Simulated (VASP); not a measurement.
# A VASP study of CeNiC2 (rev-vdW-DF2 + U): structure first, properties next

Aim: relax CeNiC2, then compute properties on the relaxed cell. The steps: relaxing cell and atoms (rev-vdW-DF2 + U), second relaxation, single point with fields (rev-vdW-DF2 + U), band structure (rev-vdW-DF2 + U), total and projected DOS (rev-vdW-DF2 + U), volume scan with rev-vdW-DF2 + U, fit for rev-vdW-DF2 + U and optical spectrum (rev-vdW-DF2 + U). The start is a computed cell from the Materials Project.

Method: rev-vdW-DF2, DFT+U (Ce f 7 eV, Ni d 3 eV), spin-polarised from a ferromagnetic start; plane waves and PAW (Ce, Ni, C), in VASP 6.6.1.

Most raw output is cut from this account.

### 1. Starting point

Before any relaxation, the start is as follows. It takes space group Amm2 (No. 38, orthorhombic). Conventional cell: a = 3.863 Å, b = 4.509 Å, c = 6.059 Å, α = 90.00°, β = 90.00°, γ = 90.00°. Nearest to Ce lie 8 C at 2.73 to 2.78 Å and 6 Ni at 3.04 to 3.07 Å. Nearest to Ni lie 4 C at 1.95 to 2.00 Å and 6 Ce at 3.04 to 3.07 Å. Nearest to C lie 1 C at 1.38 Å and 2 Ni at 1.95 to 2.00 Å and 4 Ce at 2.73 to 2.78 Å. Farther neighbours are not listed.

Structure file:

```
Ce Ni C
1.0
     3.86307    0.00000    0.00000
     0.00000    2.25448    3.02943
     0.00000   -2.25448    3.02943
Ce Ni C
1 1 2
Cartesian
  0.0000 0.0000 6.0186
  1.9315 0.0000 3.6287
  1.9315 0.6883 1.7551
  1.9315 -0.6883 1.7551
```

### 2. Relaxing cell and atoms (rev-vdW-DF2 + U)

Properties are meant for the cell that this level of theory prefers, so cell and atoms are relaxed first (ISIF = 3) until forces and stress are small; EDIFFG sets the threshold. rev-vdW-DF2 revises the exchange of vdW-DF2 for solids. LUSE_VDW switches on a nonlocal correlation term for dispersion. A Hubbard U penalises fractional filling of the localised shell, which semilocal functionals favour.

Contents of INCAR:

```
SYSTEM = CeNiC2
PREC = Accurate
ENCUT = 520
EDIFF = 1E-06
NELM = 150
ISMEAR = 0
SIGMA = 0.05
LREAL = .FALSE.
ALGO = Normal
GGA = MK
AGGAC = 0
LUSE_VDW = .TRUE.
PARAM1 = 0.1234
PARAM2 = 0.711357
ZAB_VDW = -1.8867
LASPH = .TRUE.
NBANDS = 23
ISPIN = 2
MAGMOM = 1 1 0 0
LDAU = .TRUE.
LDAUTYPE = 2
LDAUL = 3 2 -1
LDAUU = 7 3 0
LDAUJ = 0 0 0
LDAUPRINT = 1
LMAXMIX = 6
AMIX = 0.2
BMIX = 1E-04
AMIX_MAG = 0.8
BMIX_MAG = 1E-04
LORBIT = 11
LWAVE = .FALSE.
LCHARG = .FALSE.
KPAR = 4
IBRION = 2
NSW = 60
ISIF = 3
EDIFFG = -0.01
```

Contents of POSCAR:

```
CeNiC2
1.0
    3.8630680100      0.0000000000      0.0000000000
    0.0000000000      2.2544835692      3.0294332271
    0.0000000000     -2.2544835692      3.0294332271
Ce Ni C
1 1 2
Direct
    0.0000000000      0.9933555900      0.9933555900
    0.5000000000      0.5989025200      0.5989025200
    0.5000000000      0.4423123600      0.1370295300
    0.5000000000      0.1370295300      0.4423123600
```

Contents of KPOINTS:

```
Automatic mesh
0
Gamma
7 7 7
0 0 0
```

Potentials, in the order of the species: Ce, Ni and C (PBE family, release 64).

Launch:

```bash
> mpirun -np 4 vasp_std
```

It took 6.5 min on 4 MPI ranks of Intel Xeon Platinum 8488C (Sapphire Rapids), shared host; peak memory 1.8 GiB.

The moments of the start collapse, so the state is non-magnetic; other starts or orders were not tried. The k-mesh is coarse for a metal. DFT+U on an f shell has many metastable occupations, and no search among them was made. A U on the itinerant d states of such a compound is hard to justify; it moves the bands at the Fermi level. The PAW data sets were made with PBE, which is usual practice but a small mismatch for other functionals. The run keeps the 4 symmetry operations of its start, so it cannot find a distortion of lower symmetry.

Step by step:

| step | energy less that of the first step (eV) | largest force (eV/Å) | pressure (GPa) | volume (Å³) |
| --- | --- | --- | --- | --- |
| 1 | 0.0000 | 0.2878 | -2.56 | 52.77 |
| 2 | -0.0090 | 0.2977 | 1.19 | 51.18 |
| 3 | -0.0123 | 0.1185 | -0.19 | 51.71 |
| 4 | -0.0119 | 0.2523 | 0.79 | 51.51 |
| 5 | -0.0128 | 0.0451 | 0.20 | 51.63 |
| 6 | -0.0131 | 0.0156 | -0.06 | 51.66 |
| 7 | -0.0131 | 0.0163 | -0.03 | 51.66 |
| 8 | -0.0131 | 0.0050 | -0.01 | 51.65 |

| conventional cell, symmetrised | before | after | change |
| --- | --- | --- | --- |
| a (Å) | 3.863 | 3.826 | -1.0 % |
| b (Å) | 4.509 | 4.496 | -0.3 % |
| c (Å) | 6.059 | 6.006 | -0.9 % |
| volume (Å³/atom) | 13.19 | 12.91 | -2.1 % |

The relaxed structure:

```cif
data_structure
_symmetry_space_group_name_H-M 'P 1'
_symmetry_Int_Tables_number 1
_cell_length_a 3.8260
_cell_length_b 3.7511
_cell_length_c 3.7511
_cell_angle_alpha 73.630
_cell_angle_beta 90.000
_cell_angle_gamma 90.000
_cell_volume 51.65
loop_
_atom_site_label
_atom_site_type_symbol
_atom_site_fract_x
_atom_site_fract_y
_atom_site_fract_z
_atom_site_occupancy
Ce1 Ce 0.00000 0.99401 0.99401 1
Ni2 Ni 0.50000 0.59747 0.59747 1
C3 C 0.50000 0.44445 0.13567 1
C4 C 0.50000 0.13567 0.44445 1
```

This step gave:

- electrons: 30
- bands: 23
- irreducible k-points: 64
- symmetry operations: 4
- free energy (TOTEN): -20.07 eV
- energy at zero smearing: -20.06 eV
- Fermi energy: 8.931 eV
- pressure: -0.005914 GPa
- metallic: yes
- SCF cycles over all ionic steps: 101

Spin moment in the PAW sphere by atom:

| atom | spin moment in the PAW sphere (μB) |
| --- | --- |
| Ce1 | 0.0010 |
| Ni2 | 0.0000 |
| C3 | 0.0000 |
| C4 | 0.0000 |

It ends with a largest force of 0.005 eV/Å and a pressure of -0.01 GPa.

### 3. Second relaxation

The basis stayed that of the start cell while the cell moved. A rerun from the cell reached resets it; the error of the finite cutoff stays.

INCAR is that of step 2.

Contents of POSCAR:

```
CeNiC2
1.0
    3.8259820051      0.0000000000      0.0000000000
    0.0000000000      2.2478133212      3.0030719810
    0.0000000000     -2.2478133212      3.0030719810
Ce Ni C
1 1 2
Direct
    0.0000000000      0.9940091009      0.9940091009
    0.5000000000      0.5974736580      0.5974736580
    0.5000000000      0.4444484342      0.1356688070
    0.5000000000      0.1356688070      0.4444484342
```

KPOINTS is that of step 2.

Launch:

```bash
> mpirun -np 4 vasp_std
```

Run time: 82 s. Hardware: 4 MPI ranks; peak memory 1.7 GiB.

Little changed from the start: no atom moved by 0.005 Å and no cell edge by 0.1 %.

Numbers from this step:

- free energy (TOTEN): -20.06 eV
- pressure: -0.02791 GPa
- SCF cycles over all ionic steps: 26

It ends with a largest force of 0.005 eV/Å and a pressure of -0.03 GPa. The volume moved by under 0.01 %: the run met its threshold at the first step.

### 4. Single point with fields (rev-vdW-DF2 + U)

The relaxed cell gets a fresh self-consistent run, on a basis set for its own volume, to fix the density and to check the remaining stress.

Changes to INCAR since step 3:

```diff
@@ -32,7 +32,5 @@
 LWAVE = .FALSE.
-LCHARG = .FALSE.
-KPAR = 4
-IBRION = 2
-NSW = 60
-ISIF = 3
-EDIFFG = -0.01
+LCHARG = .TRUE.
+ISIF = 2
+LELF = .TRUE.
+LVHAR = .TRUE.
```

POSCAR is that of step 3.

KPOINTS is that of step 3.

Launch:

```bash
> mpirun -np 4 vasp_std
```

Wall time 68 s (4 MPI ranks); peak memory 1.1 GiB.

With spin, VASP writes an ELF for each channel.

Numbers from this step:

| Quantity | Value |
| --- | --- |
| SCF cycles | 27 |
| bands | 24 |
| pressure | -0.01121 GPa |

Valence electrons inside each PAW sphere by angular momentum. Sphere charges, by row:

| atom | s (e) | p (e) | d (e) | f (e) | tot (e) |
| --- | --- | --- | --- | --- | --- |
| Ce1 | 2.013 | 5.741 | 0.989 | 0.776 | 9.519 |
| Ni2 | 0.52 | 0.704 | 8.576 | 0 | 9.8 |
| C3 | 0.87 | 1.58 | 0 | 0 | 2.45 |
| C4 | 0.87 | 1.58 | 0 | 0 | 2.45 |

Valence density in the bc plane of the conventional cell at fractional x = 0.500, with atoms of Ni and C within 0.2 Å of it. It is the smooth field of the valence electrons, not physical close to the nuclei.

Values in e/Å³, 18 rows by 14 columns, each cell a mean:
```
 0  0  0  0  0  1  1  1  1  1  0  0  0  0
 0  0  0  1  1  1  1  1  1  1  1  0  0  0
 0  0  0  1  2  2  2  1  2  2  1  1  0  0
 0  0  1  1  2  2  2  2  2  1  2  1  0  0
 1  1  1  1  2  2  2  2  2  2  2  1  1  1
 4  2  1  1  1  1  1  1  1  1  1  1  1  3
11  6  1  0  0  0  0  0  0  0  0  1  3  9
11  6  1  0  0  0  0  0  0  0  0  1  3  9
 4  2  1  0  0  0  0  0  0  0  0  0  1  3
 1  1  1  0  0  0  0  0  0  0  0  0  1  1
 1  1  1  1  0  0  0  0  0  0  1  1  1  1
 1  2  2  1  1  0  0  0  0  0  1  2  2  2
 2  2  1  2  1  0  0  0  0  1  1  2  2  2
 2  2  2  2  1  1  1  1  1  1  1  2  2  2
 1  1  1  1  1  1  3  4  2  1  1  1  1  1
 0  0  0  0  1  3  9 11  6  1  0  0  0  0
 0  0  0  0  1  3  9 11  6  1  0  0  0  0
 0  0  0  0  0  1  3  4  2  1  0  0  0  0
```
Columns run along b (4.5 Å), rows up along c (6.0 Å), edges of the conventional cell, whose origin can differ from the input's. Atoms in or near the plane, at fractional coordinates: Ni at (0.50, 0.10), Ni at (0.00, 0.60), C at (0.15, 0.29), C at (0.65, 0.79), C at (0.85, 0.29), C at (0.35, 0.79).

ELF of up spins in the bc plane of the conventional cell at fractional x = 0.500, with atoms of Ni and C within 0.2 Å of it. It is the smooth field of the valence electrons, not physical close to the nuclei.

Values, 18 rows by 14 columns, each cell a mean:
```
0.05 0.13 0.35 0.55 0.56 0.44 0.27 0.22 0.35 0.52 0.58 0.47 0.23 0.07
0.10 0.26 0.59 0.76 0.77 0.68 0.55 0.50 0.62 0.73 0.78 0.70 0.43 0.15
0.18 0.40 0.73 0.78 0.51 0.40 0.69 0.76 0.54 0.38 0.68 0.79 0.58 0.25
0.21 0.38 0.74 0.75 0.23 0.12 0.69 0.85 0.39 0.06 0.53 0.81 0.57 0.26
0.18 0.25 0.58 0.80 0.50 0.37 0.75 0.84 0.56 0.35 0.70 0.74 0.38 0.19
0.05 0.10 0.32 0.65 0.72 0.65 0.69 0.71 0.66 0.68 0.73 0.50 0.19 0.06
0.00 0.03 0.19 0.36 0.52 0.51 0.44 0.43 0.47 0.53 0.45 0.28 0.09 0.01
0.00 0.03 0.16 0.24 0.28 0.23 0.17 0.15 0.20 0.27 0.26 0.22 0.09 0.01
0.05 0.11 0.24 0.30 0.27 0.14 0.06 0.05 0.09 0.21 0.30 0.28 0.17 0.07
0.22 0.35 0.52 0.58 0.47 0.23 0.07 0.05 0.13 0.35 0.55 0.56 0.44 0.27
0.50 0.62 0.73 0.78 0.70 0.43 0.15 0.10 0.26 0.59 0.76 0.77 0.68 0.55
0.76 0.54 0.38 0.68 0.79 0.58 0.25 0.18 0.40 0.73 0.78 0.51 0.40 0.69
0.85 0.39 0.06 0.53 0.81 0.57 0.26 0.21 0.38 0.74 0.75 0.23 0.12 0.69
0.84 0.56 0.35 0.70 0.74 0.38 0.19 0.18 0.25 0.58 0.80 0.50 0.37 0.75
0.71 0.66 0.68 0.73 0.50 0.19 0.06 0.05 0.10 0.32 0.65 0.72 0.65 0.69
0.43 0.47 0.53 0.45 0.28 0.09 0.01 0.00 0.03 0.19 0.36 0.52 0.51 0.44
0.15 0.20 0.27 0.26 0.22 0.09 0.01 0.00 0.03 0.16 0.24 0.28 0.23 0.17
0.05 0.09 0.21 0.30 0.28 0.17 0.07 0.05 0.11 0.24 0.30 0.27 0.14 0.06
```
Columns run along b (4.5 Å), rows up along c (6.0 Å), edges of the conventional cell, whose origin can differ from the input's. Atoms in or near the plane, at fractional coordinates: Ni at (0.50, 0.10), Ni at (0.00, 0.60), C at (0.15, 0.29), C at (0.65, 0.79), C at (0.85, 0.29), C at (0.35, 0.79).

Electrostatic potential energy in the bc plane of the conventional cell at fractional x = 0.500, with atoms of Ni and C within 0.2 Å of it. With pseudopotentials it is smooth inside the atoms' cores, unlike the true potential.

Ten even steps from '_' (-84 eV) to '@' (1 eV), each cell a mean:
```
@@@@@@@@@@@@%%%%%%@@@@@@@@@@
@@@@@@@@%%%%%%@@%%%%%%@@@@@@
@@@@@@##====**##====++@@@@@@
@@@@@@++**##==**++%%==%%@@@@
%%%%@@##====**##==++++%%@@%%
--**%%@@%%##@@@@%%##%%@@##==
__::##@@@@@@@@@@@@@@@@%%++__
__::##@@@@@@@@@@@@@@@@%%++__
--**%%@@@@@@@@@@@@@@@@@@##==
%%%%@@@@@@@@@@@@@@@@@@@@@@%%
@@%%%%%%@@@@@@@@@@@@@@%%%%%%
##====++@@@@@@@@@@@@##====**
**++%%==%%@@@@@@@@@@++**##==
##==++++%%@@%%%%%%@@##====**
@@%%##%%@@##==--**%%@@%%##@@
@@@@@@@@%%++____::##@@@@@@@@
@@@@@@@@%%++____::##@@@@@@@@
@@@@@@@@@@##==--**%%@@@@@@@@
```
Columns run along b (4.5 Å; values clipped at the 3rd and 97th percentile), rows up along c (6.0 Å), edges of the conventional cell, whose origin can differ from the input's. Atoms in or near the plane, at fractional coordinates: Ni at (0.50, 0.10), Ni at (0.00, 0.60), C at (0.15, 0.29), C at (0.65, 0.79), C at (0.85, 0.29), C at (0.35, 0.79).

In this run the pressure is -0.01 GPa, small enough to go on.

### 5. Band structure (rev-vdW-DF2 + U)

Levels along the symmetry lines show where the bands peak and cross; KPOINTS_OPT computes them in the converged potential.

Changes to INCAR since step 4:

```diff
@@ -16,3 +16,3 @@
 LASPH = .TRUE.
-NBANDS = 23
+NBANDS = 31
 ISPIN = 2
@@ -32,5 +32,3 @@
 LWAVE = .FALSE.
-LCHARG = .TRUE.
-ISIF = 2
-LELF = .TRUE.
-LVHAR = .TRUE.
+LCHARG = .FALSE.
+KPAR = 4
```

POSCAR is that of step 4.

KPOINTS is that of step 4.

Contents of KPOINTS_OPT:

```
Line mode
16
Line-mode
Reciprocal
  0.00000000   0.00000000   0.00000000 GAMMA
  0.00000000   0.39006480  -0.39006480 X

  0.00000000   0.39006480  -0.39006480 X
  0.00000000   0.00000000  -0.50000000 S

  0.00000000   0.00000000  -0.50000000 S
 -0.50000000   0.00000000  -0.50000000 R

 -0.50000000   0.00000000  -0.50000000 R
 -0.50000000   0.39006480  -0.39006480 A

 -0.50000000   0.39006480  -0.39006480 A
 -0.50000000   0.00000000   0.00000000 Z

 -0.50000000   0.00000000   0.00000000 Z
  0.00000000   0.00000000   0.00000000 GAMMA

  0.00000000   0.00000000   0.00000000 GAMMA
  0.00000000  -0.50000000  -0.50000000 Y

  0.00000000  -0.50000000  -0.50000000 Y
  0.00000000  -0.39006480  -0.60993520 X1

  0.00000000  -0.39006480  -0.60993520 X1
 -0.50000000  -0.39006480  -0.60993520 A1

 -0.50000000  -0.39006480  -0.60993520 A1
 -0.50000000  -0.50000000  -0.50000000 T

 -0.50000000  -0.50000000  -0.50000000 T
  0.00000000  -0.50000000  -0.50000000 Y

 -0.50000000   0.00000000   0.00000000 Z
 -0.50000000  -0.50000000  -0.50000000 T
```

Launch:

```bash
> mpirun -np 4 vasp_std
```

Wall time 2.5 min (4 MPI ranks); peak memory 1.9 GiB.

Spin-orbit coupling is off here; with elements this heavy it splits and shifts levels by tenths of an eV or more.

This step gave:

| Quantity | Value |
| --- | --- |
| SCF cycles | 30 |
| bands | 31 |
| pressure | -0.04705 GPa |

Both spin channels agree. The electronic bands at the labelled points (eV, zero at the Fermi level; # counts the bands kept):

| point | #7 | #8 | #9 | #10 | #11 | #12 | #13 | #14 |
| --- | --- | --- | --- | --- | --- | --- | --- | --- |
| Γ | -2.75 | -1.85 | -1.35 | -0.43 | -0.03 | 0.43 | 1.88 | 2.15 |
| 0.53 of the way | -2.88 | -2.17 | -1.65 | -0.44 | 0.83 | 0.88 | 1.59 | 1.93 |
| X | -2.97 | -2.70 | -1.56 | 0.09 | 0.19 | 1.36 | 1.80 | 1.95 |
| 0.53 of the way | -2.93 | -2.08 | -2.01 | -0.24 | 0.58 | 0.66 | 1.70 | 2.00 |
| S | -2.82 | -2.41 | -1.61 | -0.22 | -0.05 | 1.34 | 1.89 | 2.02 |
| 0.53 of the way | -2.57 | -2.39 | -1.39 | -0.71 | 0.07 | 1.45 | 1.79 | 2.08 |
| R | -2.30 | -2.09 | -1.46 | -0.88 | 0.12 | 1.67 | 1.84 | 2.11 |
| 0.53 of the way | -2.46 | -2.11 | -2.02 | -0.39 | 0.16 | 1.48 | 1.92 | 2.10 |
| A | -2.72 | -2.15 | -2.09 | -0.06 | 0.10 | 1.44 | 1.99 | 2.09 |
| 0.47 of the way | -2.56 | -2.33 | -1.31 | -0.96 | 0.50 | 1.63 | 1.86 | 1.92 |
| Z | -2.62 | -2.17 | -1.02 | -0.95 | -0.26 | 0.77 | 1.02 | 1.85 |
| 0.47 of the way | -2.56 | -2.41 | -1.14 | -0.60 | -0.09 | 0.62 | 1.13 | 1.78 |
| Γ | -2.75 | -1.85 | -1.35 | -0.43 | -0.03 | 0.43 | 1.88 | 2.15 |
| 0.47 of the way | -2.58 | -2.41 | -2.38 | -0.19 | 0.55 | 0.91 | 1.62 | 1.83 |
| Y | -3.41 | -2.54 | -1.56 | 0.13 | 1.04 | 1.33 | 1.79 | 2.02 |
| 0.53 of the way | -3.28 | -2.59 | -1.56 | 0.14 | 0.65 | 1.34 | 1.93 | 1.97 |
| X1 | -2.97 | -2.70 | -1.56 | 0.09 | 0.19 | 1.36 | 1.80 | 1.95 |
| 0.53 of the way | -2.80 | -2.69 | -1.61 | -0.06 | 0.23 | 1.37 | 1.94 | 2.02 |
| A1 | -2.72 | -2.15 | -2.09 | -0.06 | 0.10 | 1.44 | 1.99 | 2.09 |
| 0.53 of the way | -2.55 | -2.15 | -2.02 | -0.23 | 0.04 | 1.52 | 2.01 | 2.10 |
| T | -2.49 | -2.14 | -2.01 | -0.29 | 0.03 | 1.54 | 2.01 | 2.11 |
| 0.47 of the way | -2.90 | -2.52 | -1.48 | -0.03 | 0.09 | 1.35 | 2.03 | 2.07 |
| Y | -3.41 | -2.54 | -1.56 | 0.13 | 1.04 | 1.33 | 1.79 | 2.02 |
| jump to Z | -2.62 | -2.17 | -1.02 | -0.95 | -0.26 | 0.77 | 1.02 | 1.85 |
| 0.53 of the way | -2.54 | -2.25 | -1.91 | -0.27 | -0.03 | 0.24 | 1.93 | 2.10 |
| T | -2.49 | -2.14 | -2.01 | -0.29 | 0.03 | 1.54 | 2.01 | 2.11 |

Of the projections kept (Ce, Ni, C), the largest for each band there; the rest of the weight can lie on other orbitals:

| point | #7 | #8 | #9 | #10 | #11 | #12 | #13 | #14 |
| --- | --- | --- | --- | --- | --- | --- | --- | --- |
| Γ | Ni 0.88 | Ni 0.62 | Ni 0.74 | Ce 0.88 | Ce 0.55 | Ni 0.52 | Ce 0.95 | Ce 0.99 |
| X | Ni 0.91 | Ni 0.78 | Ni 0.81 | Ni 0.42 | Ce 0.99 | Ce 0.67 | Ce 0.80 | Ce 0.97 |
| S | Ni 0.88 | Ni 0.85 | Ni 0.70 | Ce 0.85 | Ni 0.51 | Ce 0.67 | Ce 0.92 | Ce 0.99 |
| R | Ni 0.97 | Ni 0.72 | Ni 0.68 | Ni 0.44 | Ce 0.91 | Ce 0.93 | Ce 0.92 | Ce 0.90 |
| A | Ni 0.80 | Ni 0.94 | Ni 0.79 | Ce 0.44 | Ce 0.95 | Ce 0.69 | Ce 0.99 | Ce 1.00 |
| Z | Ni 0.34 | Ni 0.97 | Ni 0.46 | Ni 0.72 | Ni 0.52 | Ce 0.64 | Ce 0.75 | Ce 0.98 |

There is no gap at this level.

### 6. Total and projected DOS (rev-vdW-DF2 + U)

Here the states are counted by energy and projected on the atoms. The mesh is finer than in the run before.

Changes to INCAR since step 5:

```diff
@@ -5,3 +5,3 @@
 NELM = 150
-ISMEAR = 0
+ISMEAR = -5
 SIGMA = 0.05
@@ -34 +34,2 @@
 KPAR = 4
+NEDOS = 2001
```

POSCAR is that of step 5.

Contents of KPOINTS:

```
Automatic mesh
0
Gamma
10 11 11
0 0 0
```

Launch:

```bash
> mpirun -np 4 vasp_std
```

The job ended after 3.9 min (4 MPI ranks; peak memory 3.2 GiB; 16 min of CPU time).

With tetrahedra the forces and stress of a metal are not exact derivatives of the energy.

This step gave:

```
SCF cycles             : 32
irreducible k-points   : 216
free energy (TOTEN)    : -20.07 eV
Fermi energy           : 8.932 eV
pressure               : -0.04065 GPa
DOS at the Fermi level : 3.969 states/eV/cell
```

The density of states has structure finer than the step of the table below, so its rows give means over 0.5 eV, whole bins alone (the curve runs from -12.0 to 2.38 eV). Peaks (eV: height): total -5.34: 4.17, -3.06: 11.4, 0.09: 6.68, 2.22: 23.8; Ce f 0.09: 4.22, 2.22: 22.2; Ni d -3.06: 8.52, -2.59: 4.25, -2.35: 4.62, -1.80: 1.95; C p -5.74: 1.21, -5.34: 1.14, -3.06: 0.480, -2.35: 0.431; Ce d -3.06: 0.365, 0.09: 0.565, 1.20: 0.617, 1.67: 0.571.

States under -12.0 eV and over 2.4 eV are left out; both spin channels agree and are summed. The density of states by energy, zero at the Fermi level; means over each step; values in states/eV/cell:

| energy (eV) | total | Ce f | Ni d | C p | Ce d | Ni s | C s |
| --- | --- | --- | --- | --- | --- | --- | --- |
| -9.5 | 0 | 0 | 0 | 0 | 0 | 0 | 0 |
| -9.0 | 0.197 | 4.9e-4 | 0.0129 | 0.0181 | 0.00558 | 0.0218 | 0.0534 |
| -8.5 | 2.26 | 0.00906 | 0.209 | 0.207 | 0.0727 | 0.200 | 0.642 |
| -8.0 | 1.34 | 0.00923 | 0.197 | 0.120 | 0.0431 | 0.0489 | 0.403 |
| -7.5 | 0.211 | 9.0e-4 | 0.0179 | 0.0302 | 0.00558 | 0.0154 | 0.0494 |
| -7.0 | 0.548 | 0.00191 | 0.0726 | 0.148 | 0.0182 | 0.0721 | 0.0312 |
| -6.5 | 0.959 | 0.00319 | 0.178 | 0.289 | 0.0240 | 0.0938 | 0.0301 |
| -6.0 | 1.92 | 0.00615 | 0.508 | 0.589 | 0.0432 | 0.0931 | 0.0383 |
| -5.5 | 3.23 | 0.0140 | 0.775 | 0.896 | 0.160 | 0.0311 | 0.0251 |
| -5.0 | 3.36 | 0.0246 | 0.797 | 0.996 | 0.161 | 0.0457 | 0.0352 |
| -4.5 | 1.87 | 0.0177 | 0.406 | 0.602 | 0.0725 | 0.0188 | 0.0196 |
| -4.0 | 0.394 | 0.00389 | 0.216 | 0.0589 | 0.0153 | 0.00382 | 0.00108 |
| -3.5 | 3.57 | 0.0309 | 2.28 | 0.319 | 0.168 | 0.0351 | 0.0119 |
| -3.0 | 6.13 | 0.0479 | 4.38 | 0.298 | 0.206 | 0.0841 | 0.0197 |
| -2.5 | 5.13 | 0.0384 | 3.59 | 0.363 | 0.177 | 0.0640 | 0.0178 |
| -2.0 | 2.42 | 0.0340 | 1.47 | 0.255 | 0.0998 | 0.0360 | 0.0146 |
| -1.5 | 2.20 | 0.0660 | 1.16 | 0.295 | 0.109 | 0.0257 | 0.0198 |
| -1.0 | 0.826 | 0.0591 | 0.239 | 0.0954 | 0.127 | 0.00245 | 0.00448 |
| -0.5 | 2.16 | 0.668 | 0.324 | 0.187 | 0.293 | 9.5e-4 | 0.00385 |
| 0.0 | 3.64 | 2.00 | 0.474 | 0.148 | 0.364 | 0.00528 | 0.0139 |
| 0.5 | 1.82 | 0.704 | 0.272 | 0.121 | 0.295 | 0.00258 | 0.0102 |
| 1.0 | 2.08 | 0.530 | 0.329 | 0.190 | 0.420 | 0.00445 | 0.0224 |
| 1.5 | 3.60 | 1.70 | 0.374 | 0.274 | 0.442 | 0.0108 | 0.0353 |
| 2.0 | 13.2 | 11.5 | 0.259 | 0.192 | 0.314 | 0.0148 | 0.0296 |

The finer mesh and the other smearing move the Fermi level by +0.00 eV from the 7×7×7 run, a small shift, which tests the Fermi level alone. Of the states within 0.3 eV of the Fermi level, the largest shares in the PAW spheres are Ce f 55 %, Ni d 13 % and Ce d 10 %. The rest lies in smaller channels or between the spheres.

### 7. Volume scan with rev-vdW-DF2 + U

An equation of state needs energies on both sides of the minimum, all on one mesh and cutoff.

Changes to INCAR since step 6:

```diff
@@ -5,3 +5,3 @@
 NELM = 150
-ISMEAR = -5
+ISMEAR = 0
 SIGMA = 0.05
@@ -16,3 +16,3 @@
 LASPH = .TRUE.
-NBANDS = 31
+NBANDS = 23
 ISPIN = 2
@@ -34,2 +34,2 @@
 KPAR = 4
-NEDOS = 2001
+ISIF = 2
```

Contents of POSCAR:

```
CeNiC2
1.0
    3.7478788244      0.0000000000      0.0000000000
    0.0000000000      2.2019267044      2.9417675961
    0.0000000000     -2.2019267044      2.9417675961
Ce Ni C
1 1 2
Direct
    0.0000000000      0.9940091009      0.9940091009
    0.5000000000      0.5974736580      0.5974736580
    0.5000000000      0.4444484342      0.1356688070
    0.5000000000      0.1356688070      0.4444484342
```

Contents of KPOINTS:

```
Automatic mesh
0
Gamma
7 7 7
0 0 0
```

Launch:

```bash
> mpirun -np 4 vasp_std
```

It took 2.4 min on 4 MPI ranks; peak memory 1.7 GiB.

The scan keeps the cell's shape and the fractional positions fixed.

This step gave:

- SCF cycles: 44
- bands: 23
- irreducible k-points: 64
- free energy (TOTEN): -19.95 eV
- energy at zero smearing: -19.95 eV
- Fermi energy: 9.667 eV
- pressure: 12.05 GPa

Force by atom:

| atom | x (eV/Å) | y (eV/Å) | z (eV/Å) | size |
| --- | --- | --- | --- | --- |
| Ce1 | 0.000 | 0.000 | -0.110 | 0.110 |
| Ni2 | 0.000 | 0.000 | 0.097 | 0.097 |
| C3 | 0.000 | 0.945 | 0.006 | 0.945 |
| C4 | 0.000 | -0.945 | 0.006 | 0.945 |

The pressure here is 12.05 GPa.

[end of part 1 of 2]

[Lines on the potential files, build, host, timing and source positions are cut from VASP's logs without a mark.]

[Logs are printed without paths, hosts, clocks, repeated set-up lines and the standing remarks that a program may print on its own settings, such as how far it seeks lower states.]

[Hosts, paths, dates, database ids (printed as entryN), source tags and the programs' standing remarks are cut or masked in the printed files.]

[A measured line is paired with the nearest computed mode of its activity, which favours agreement.]
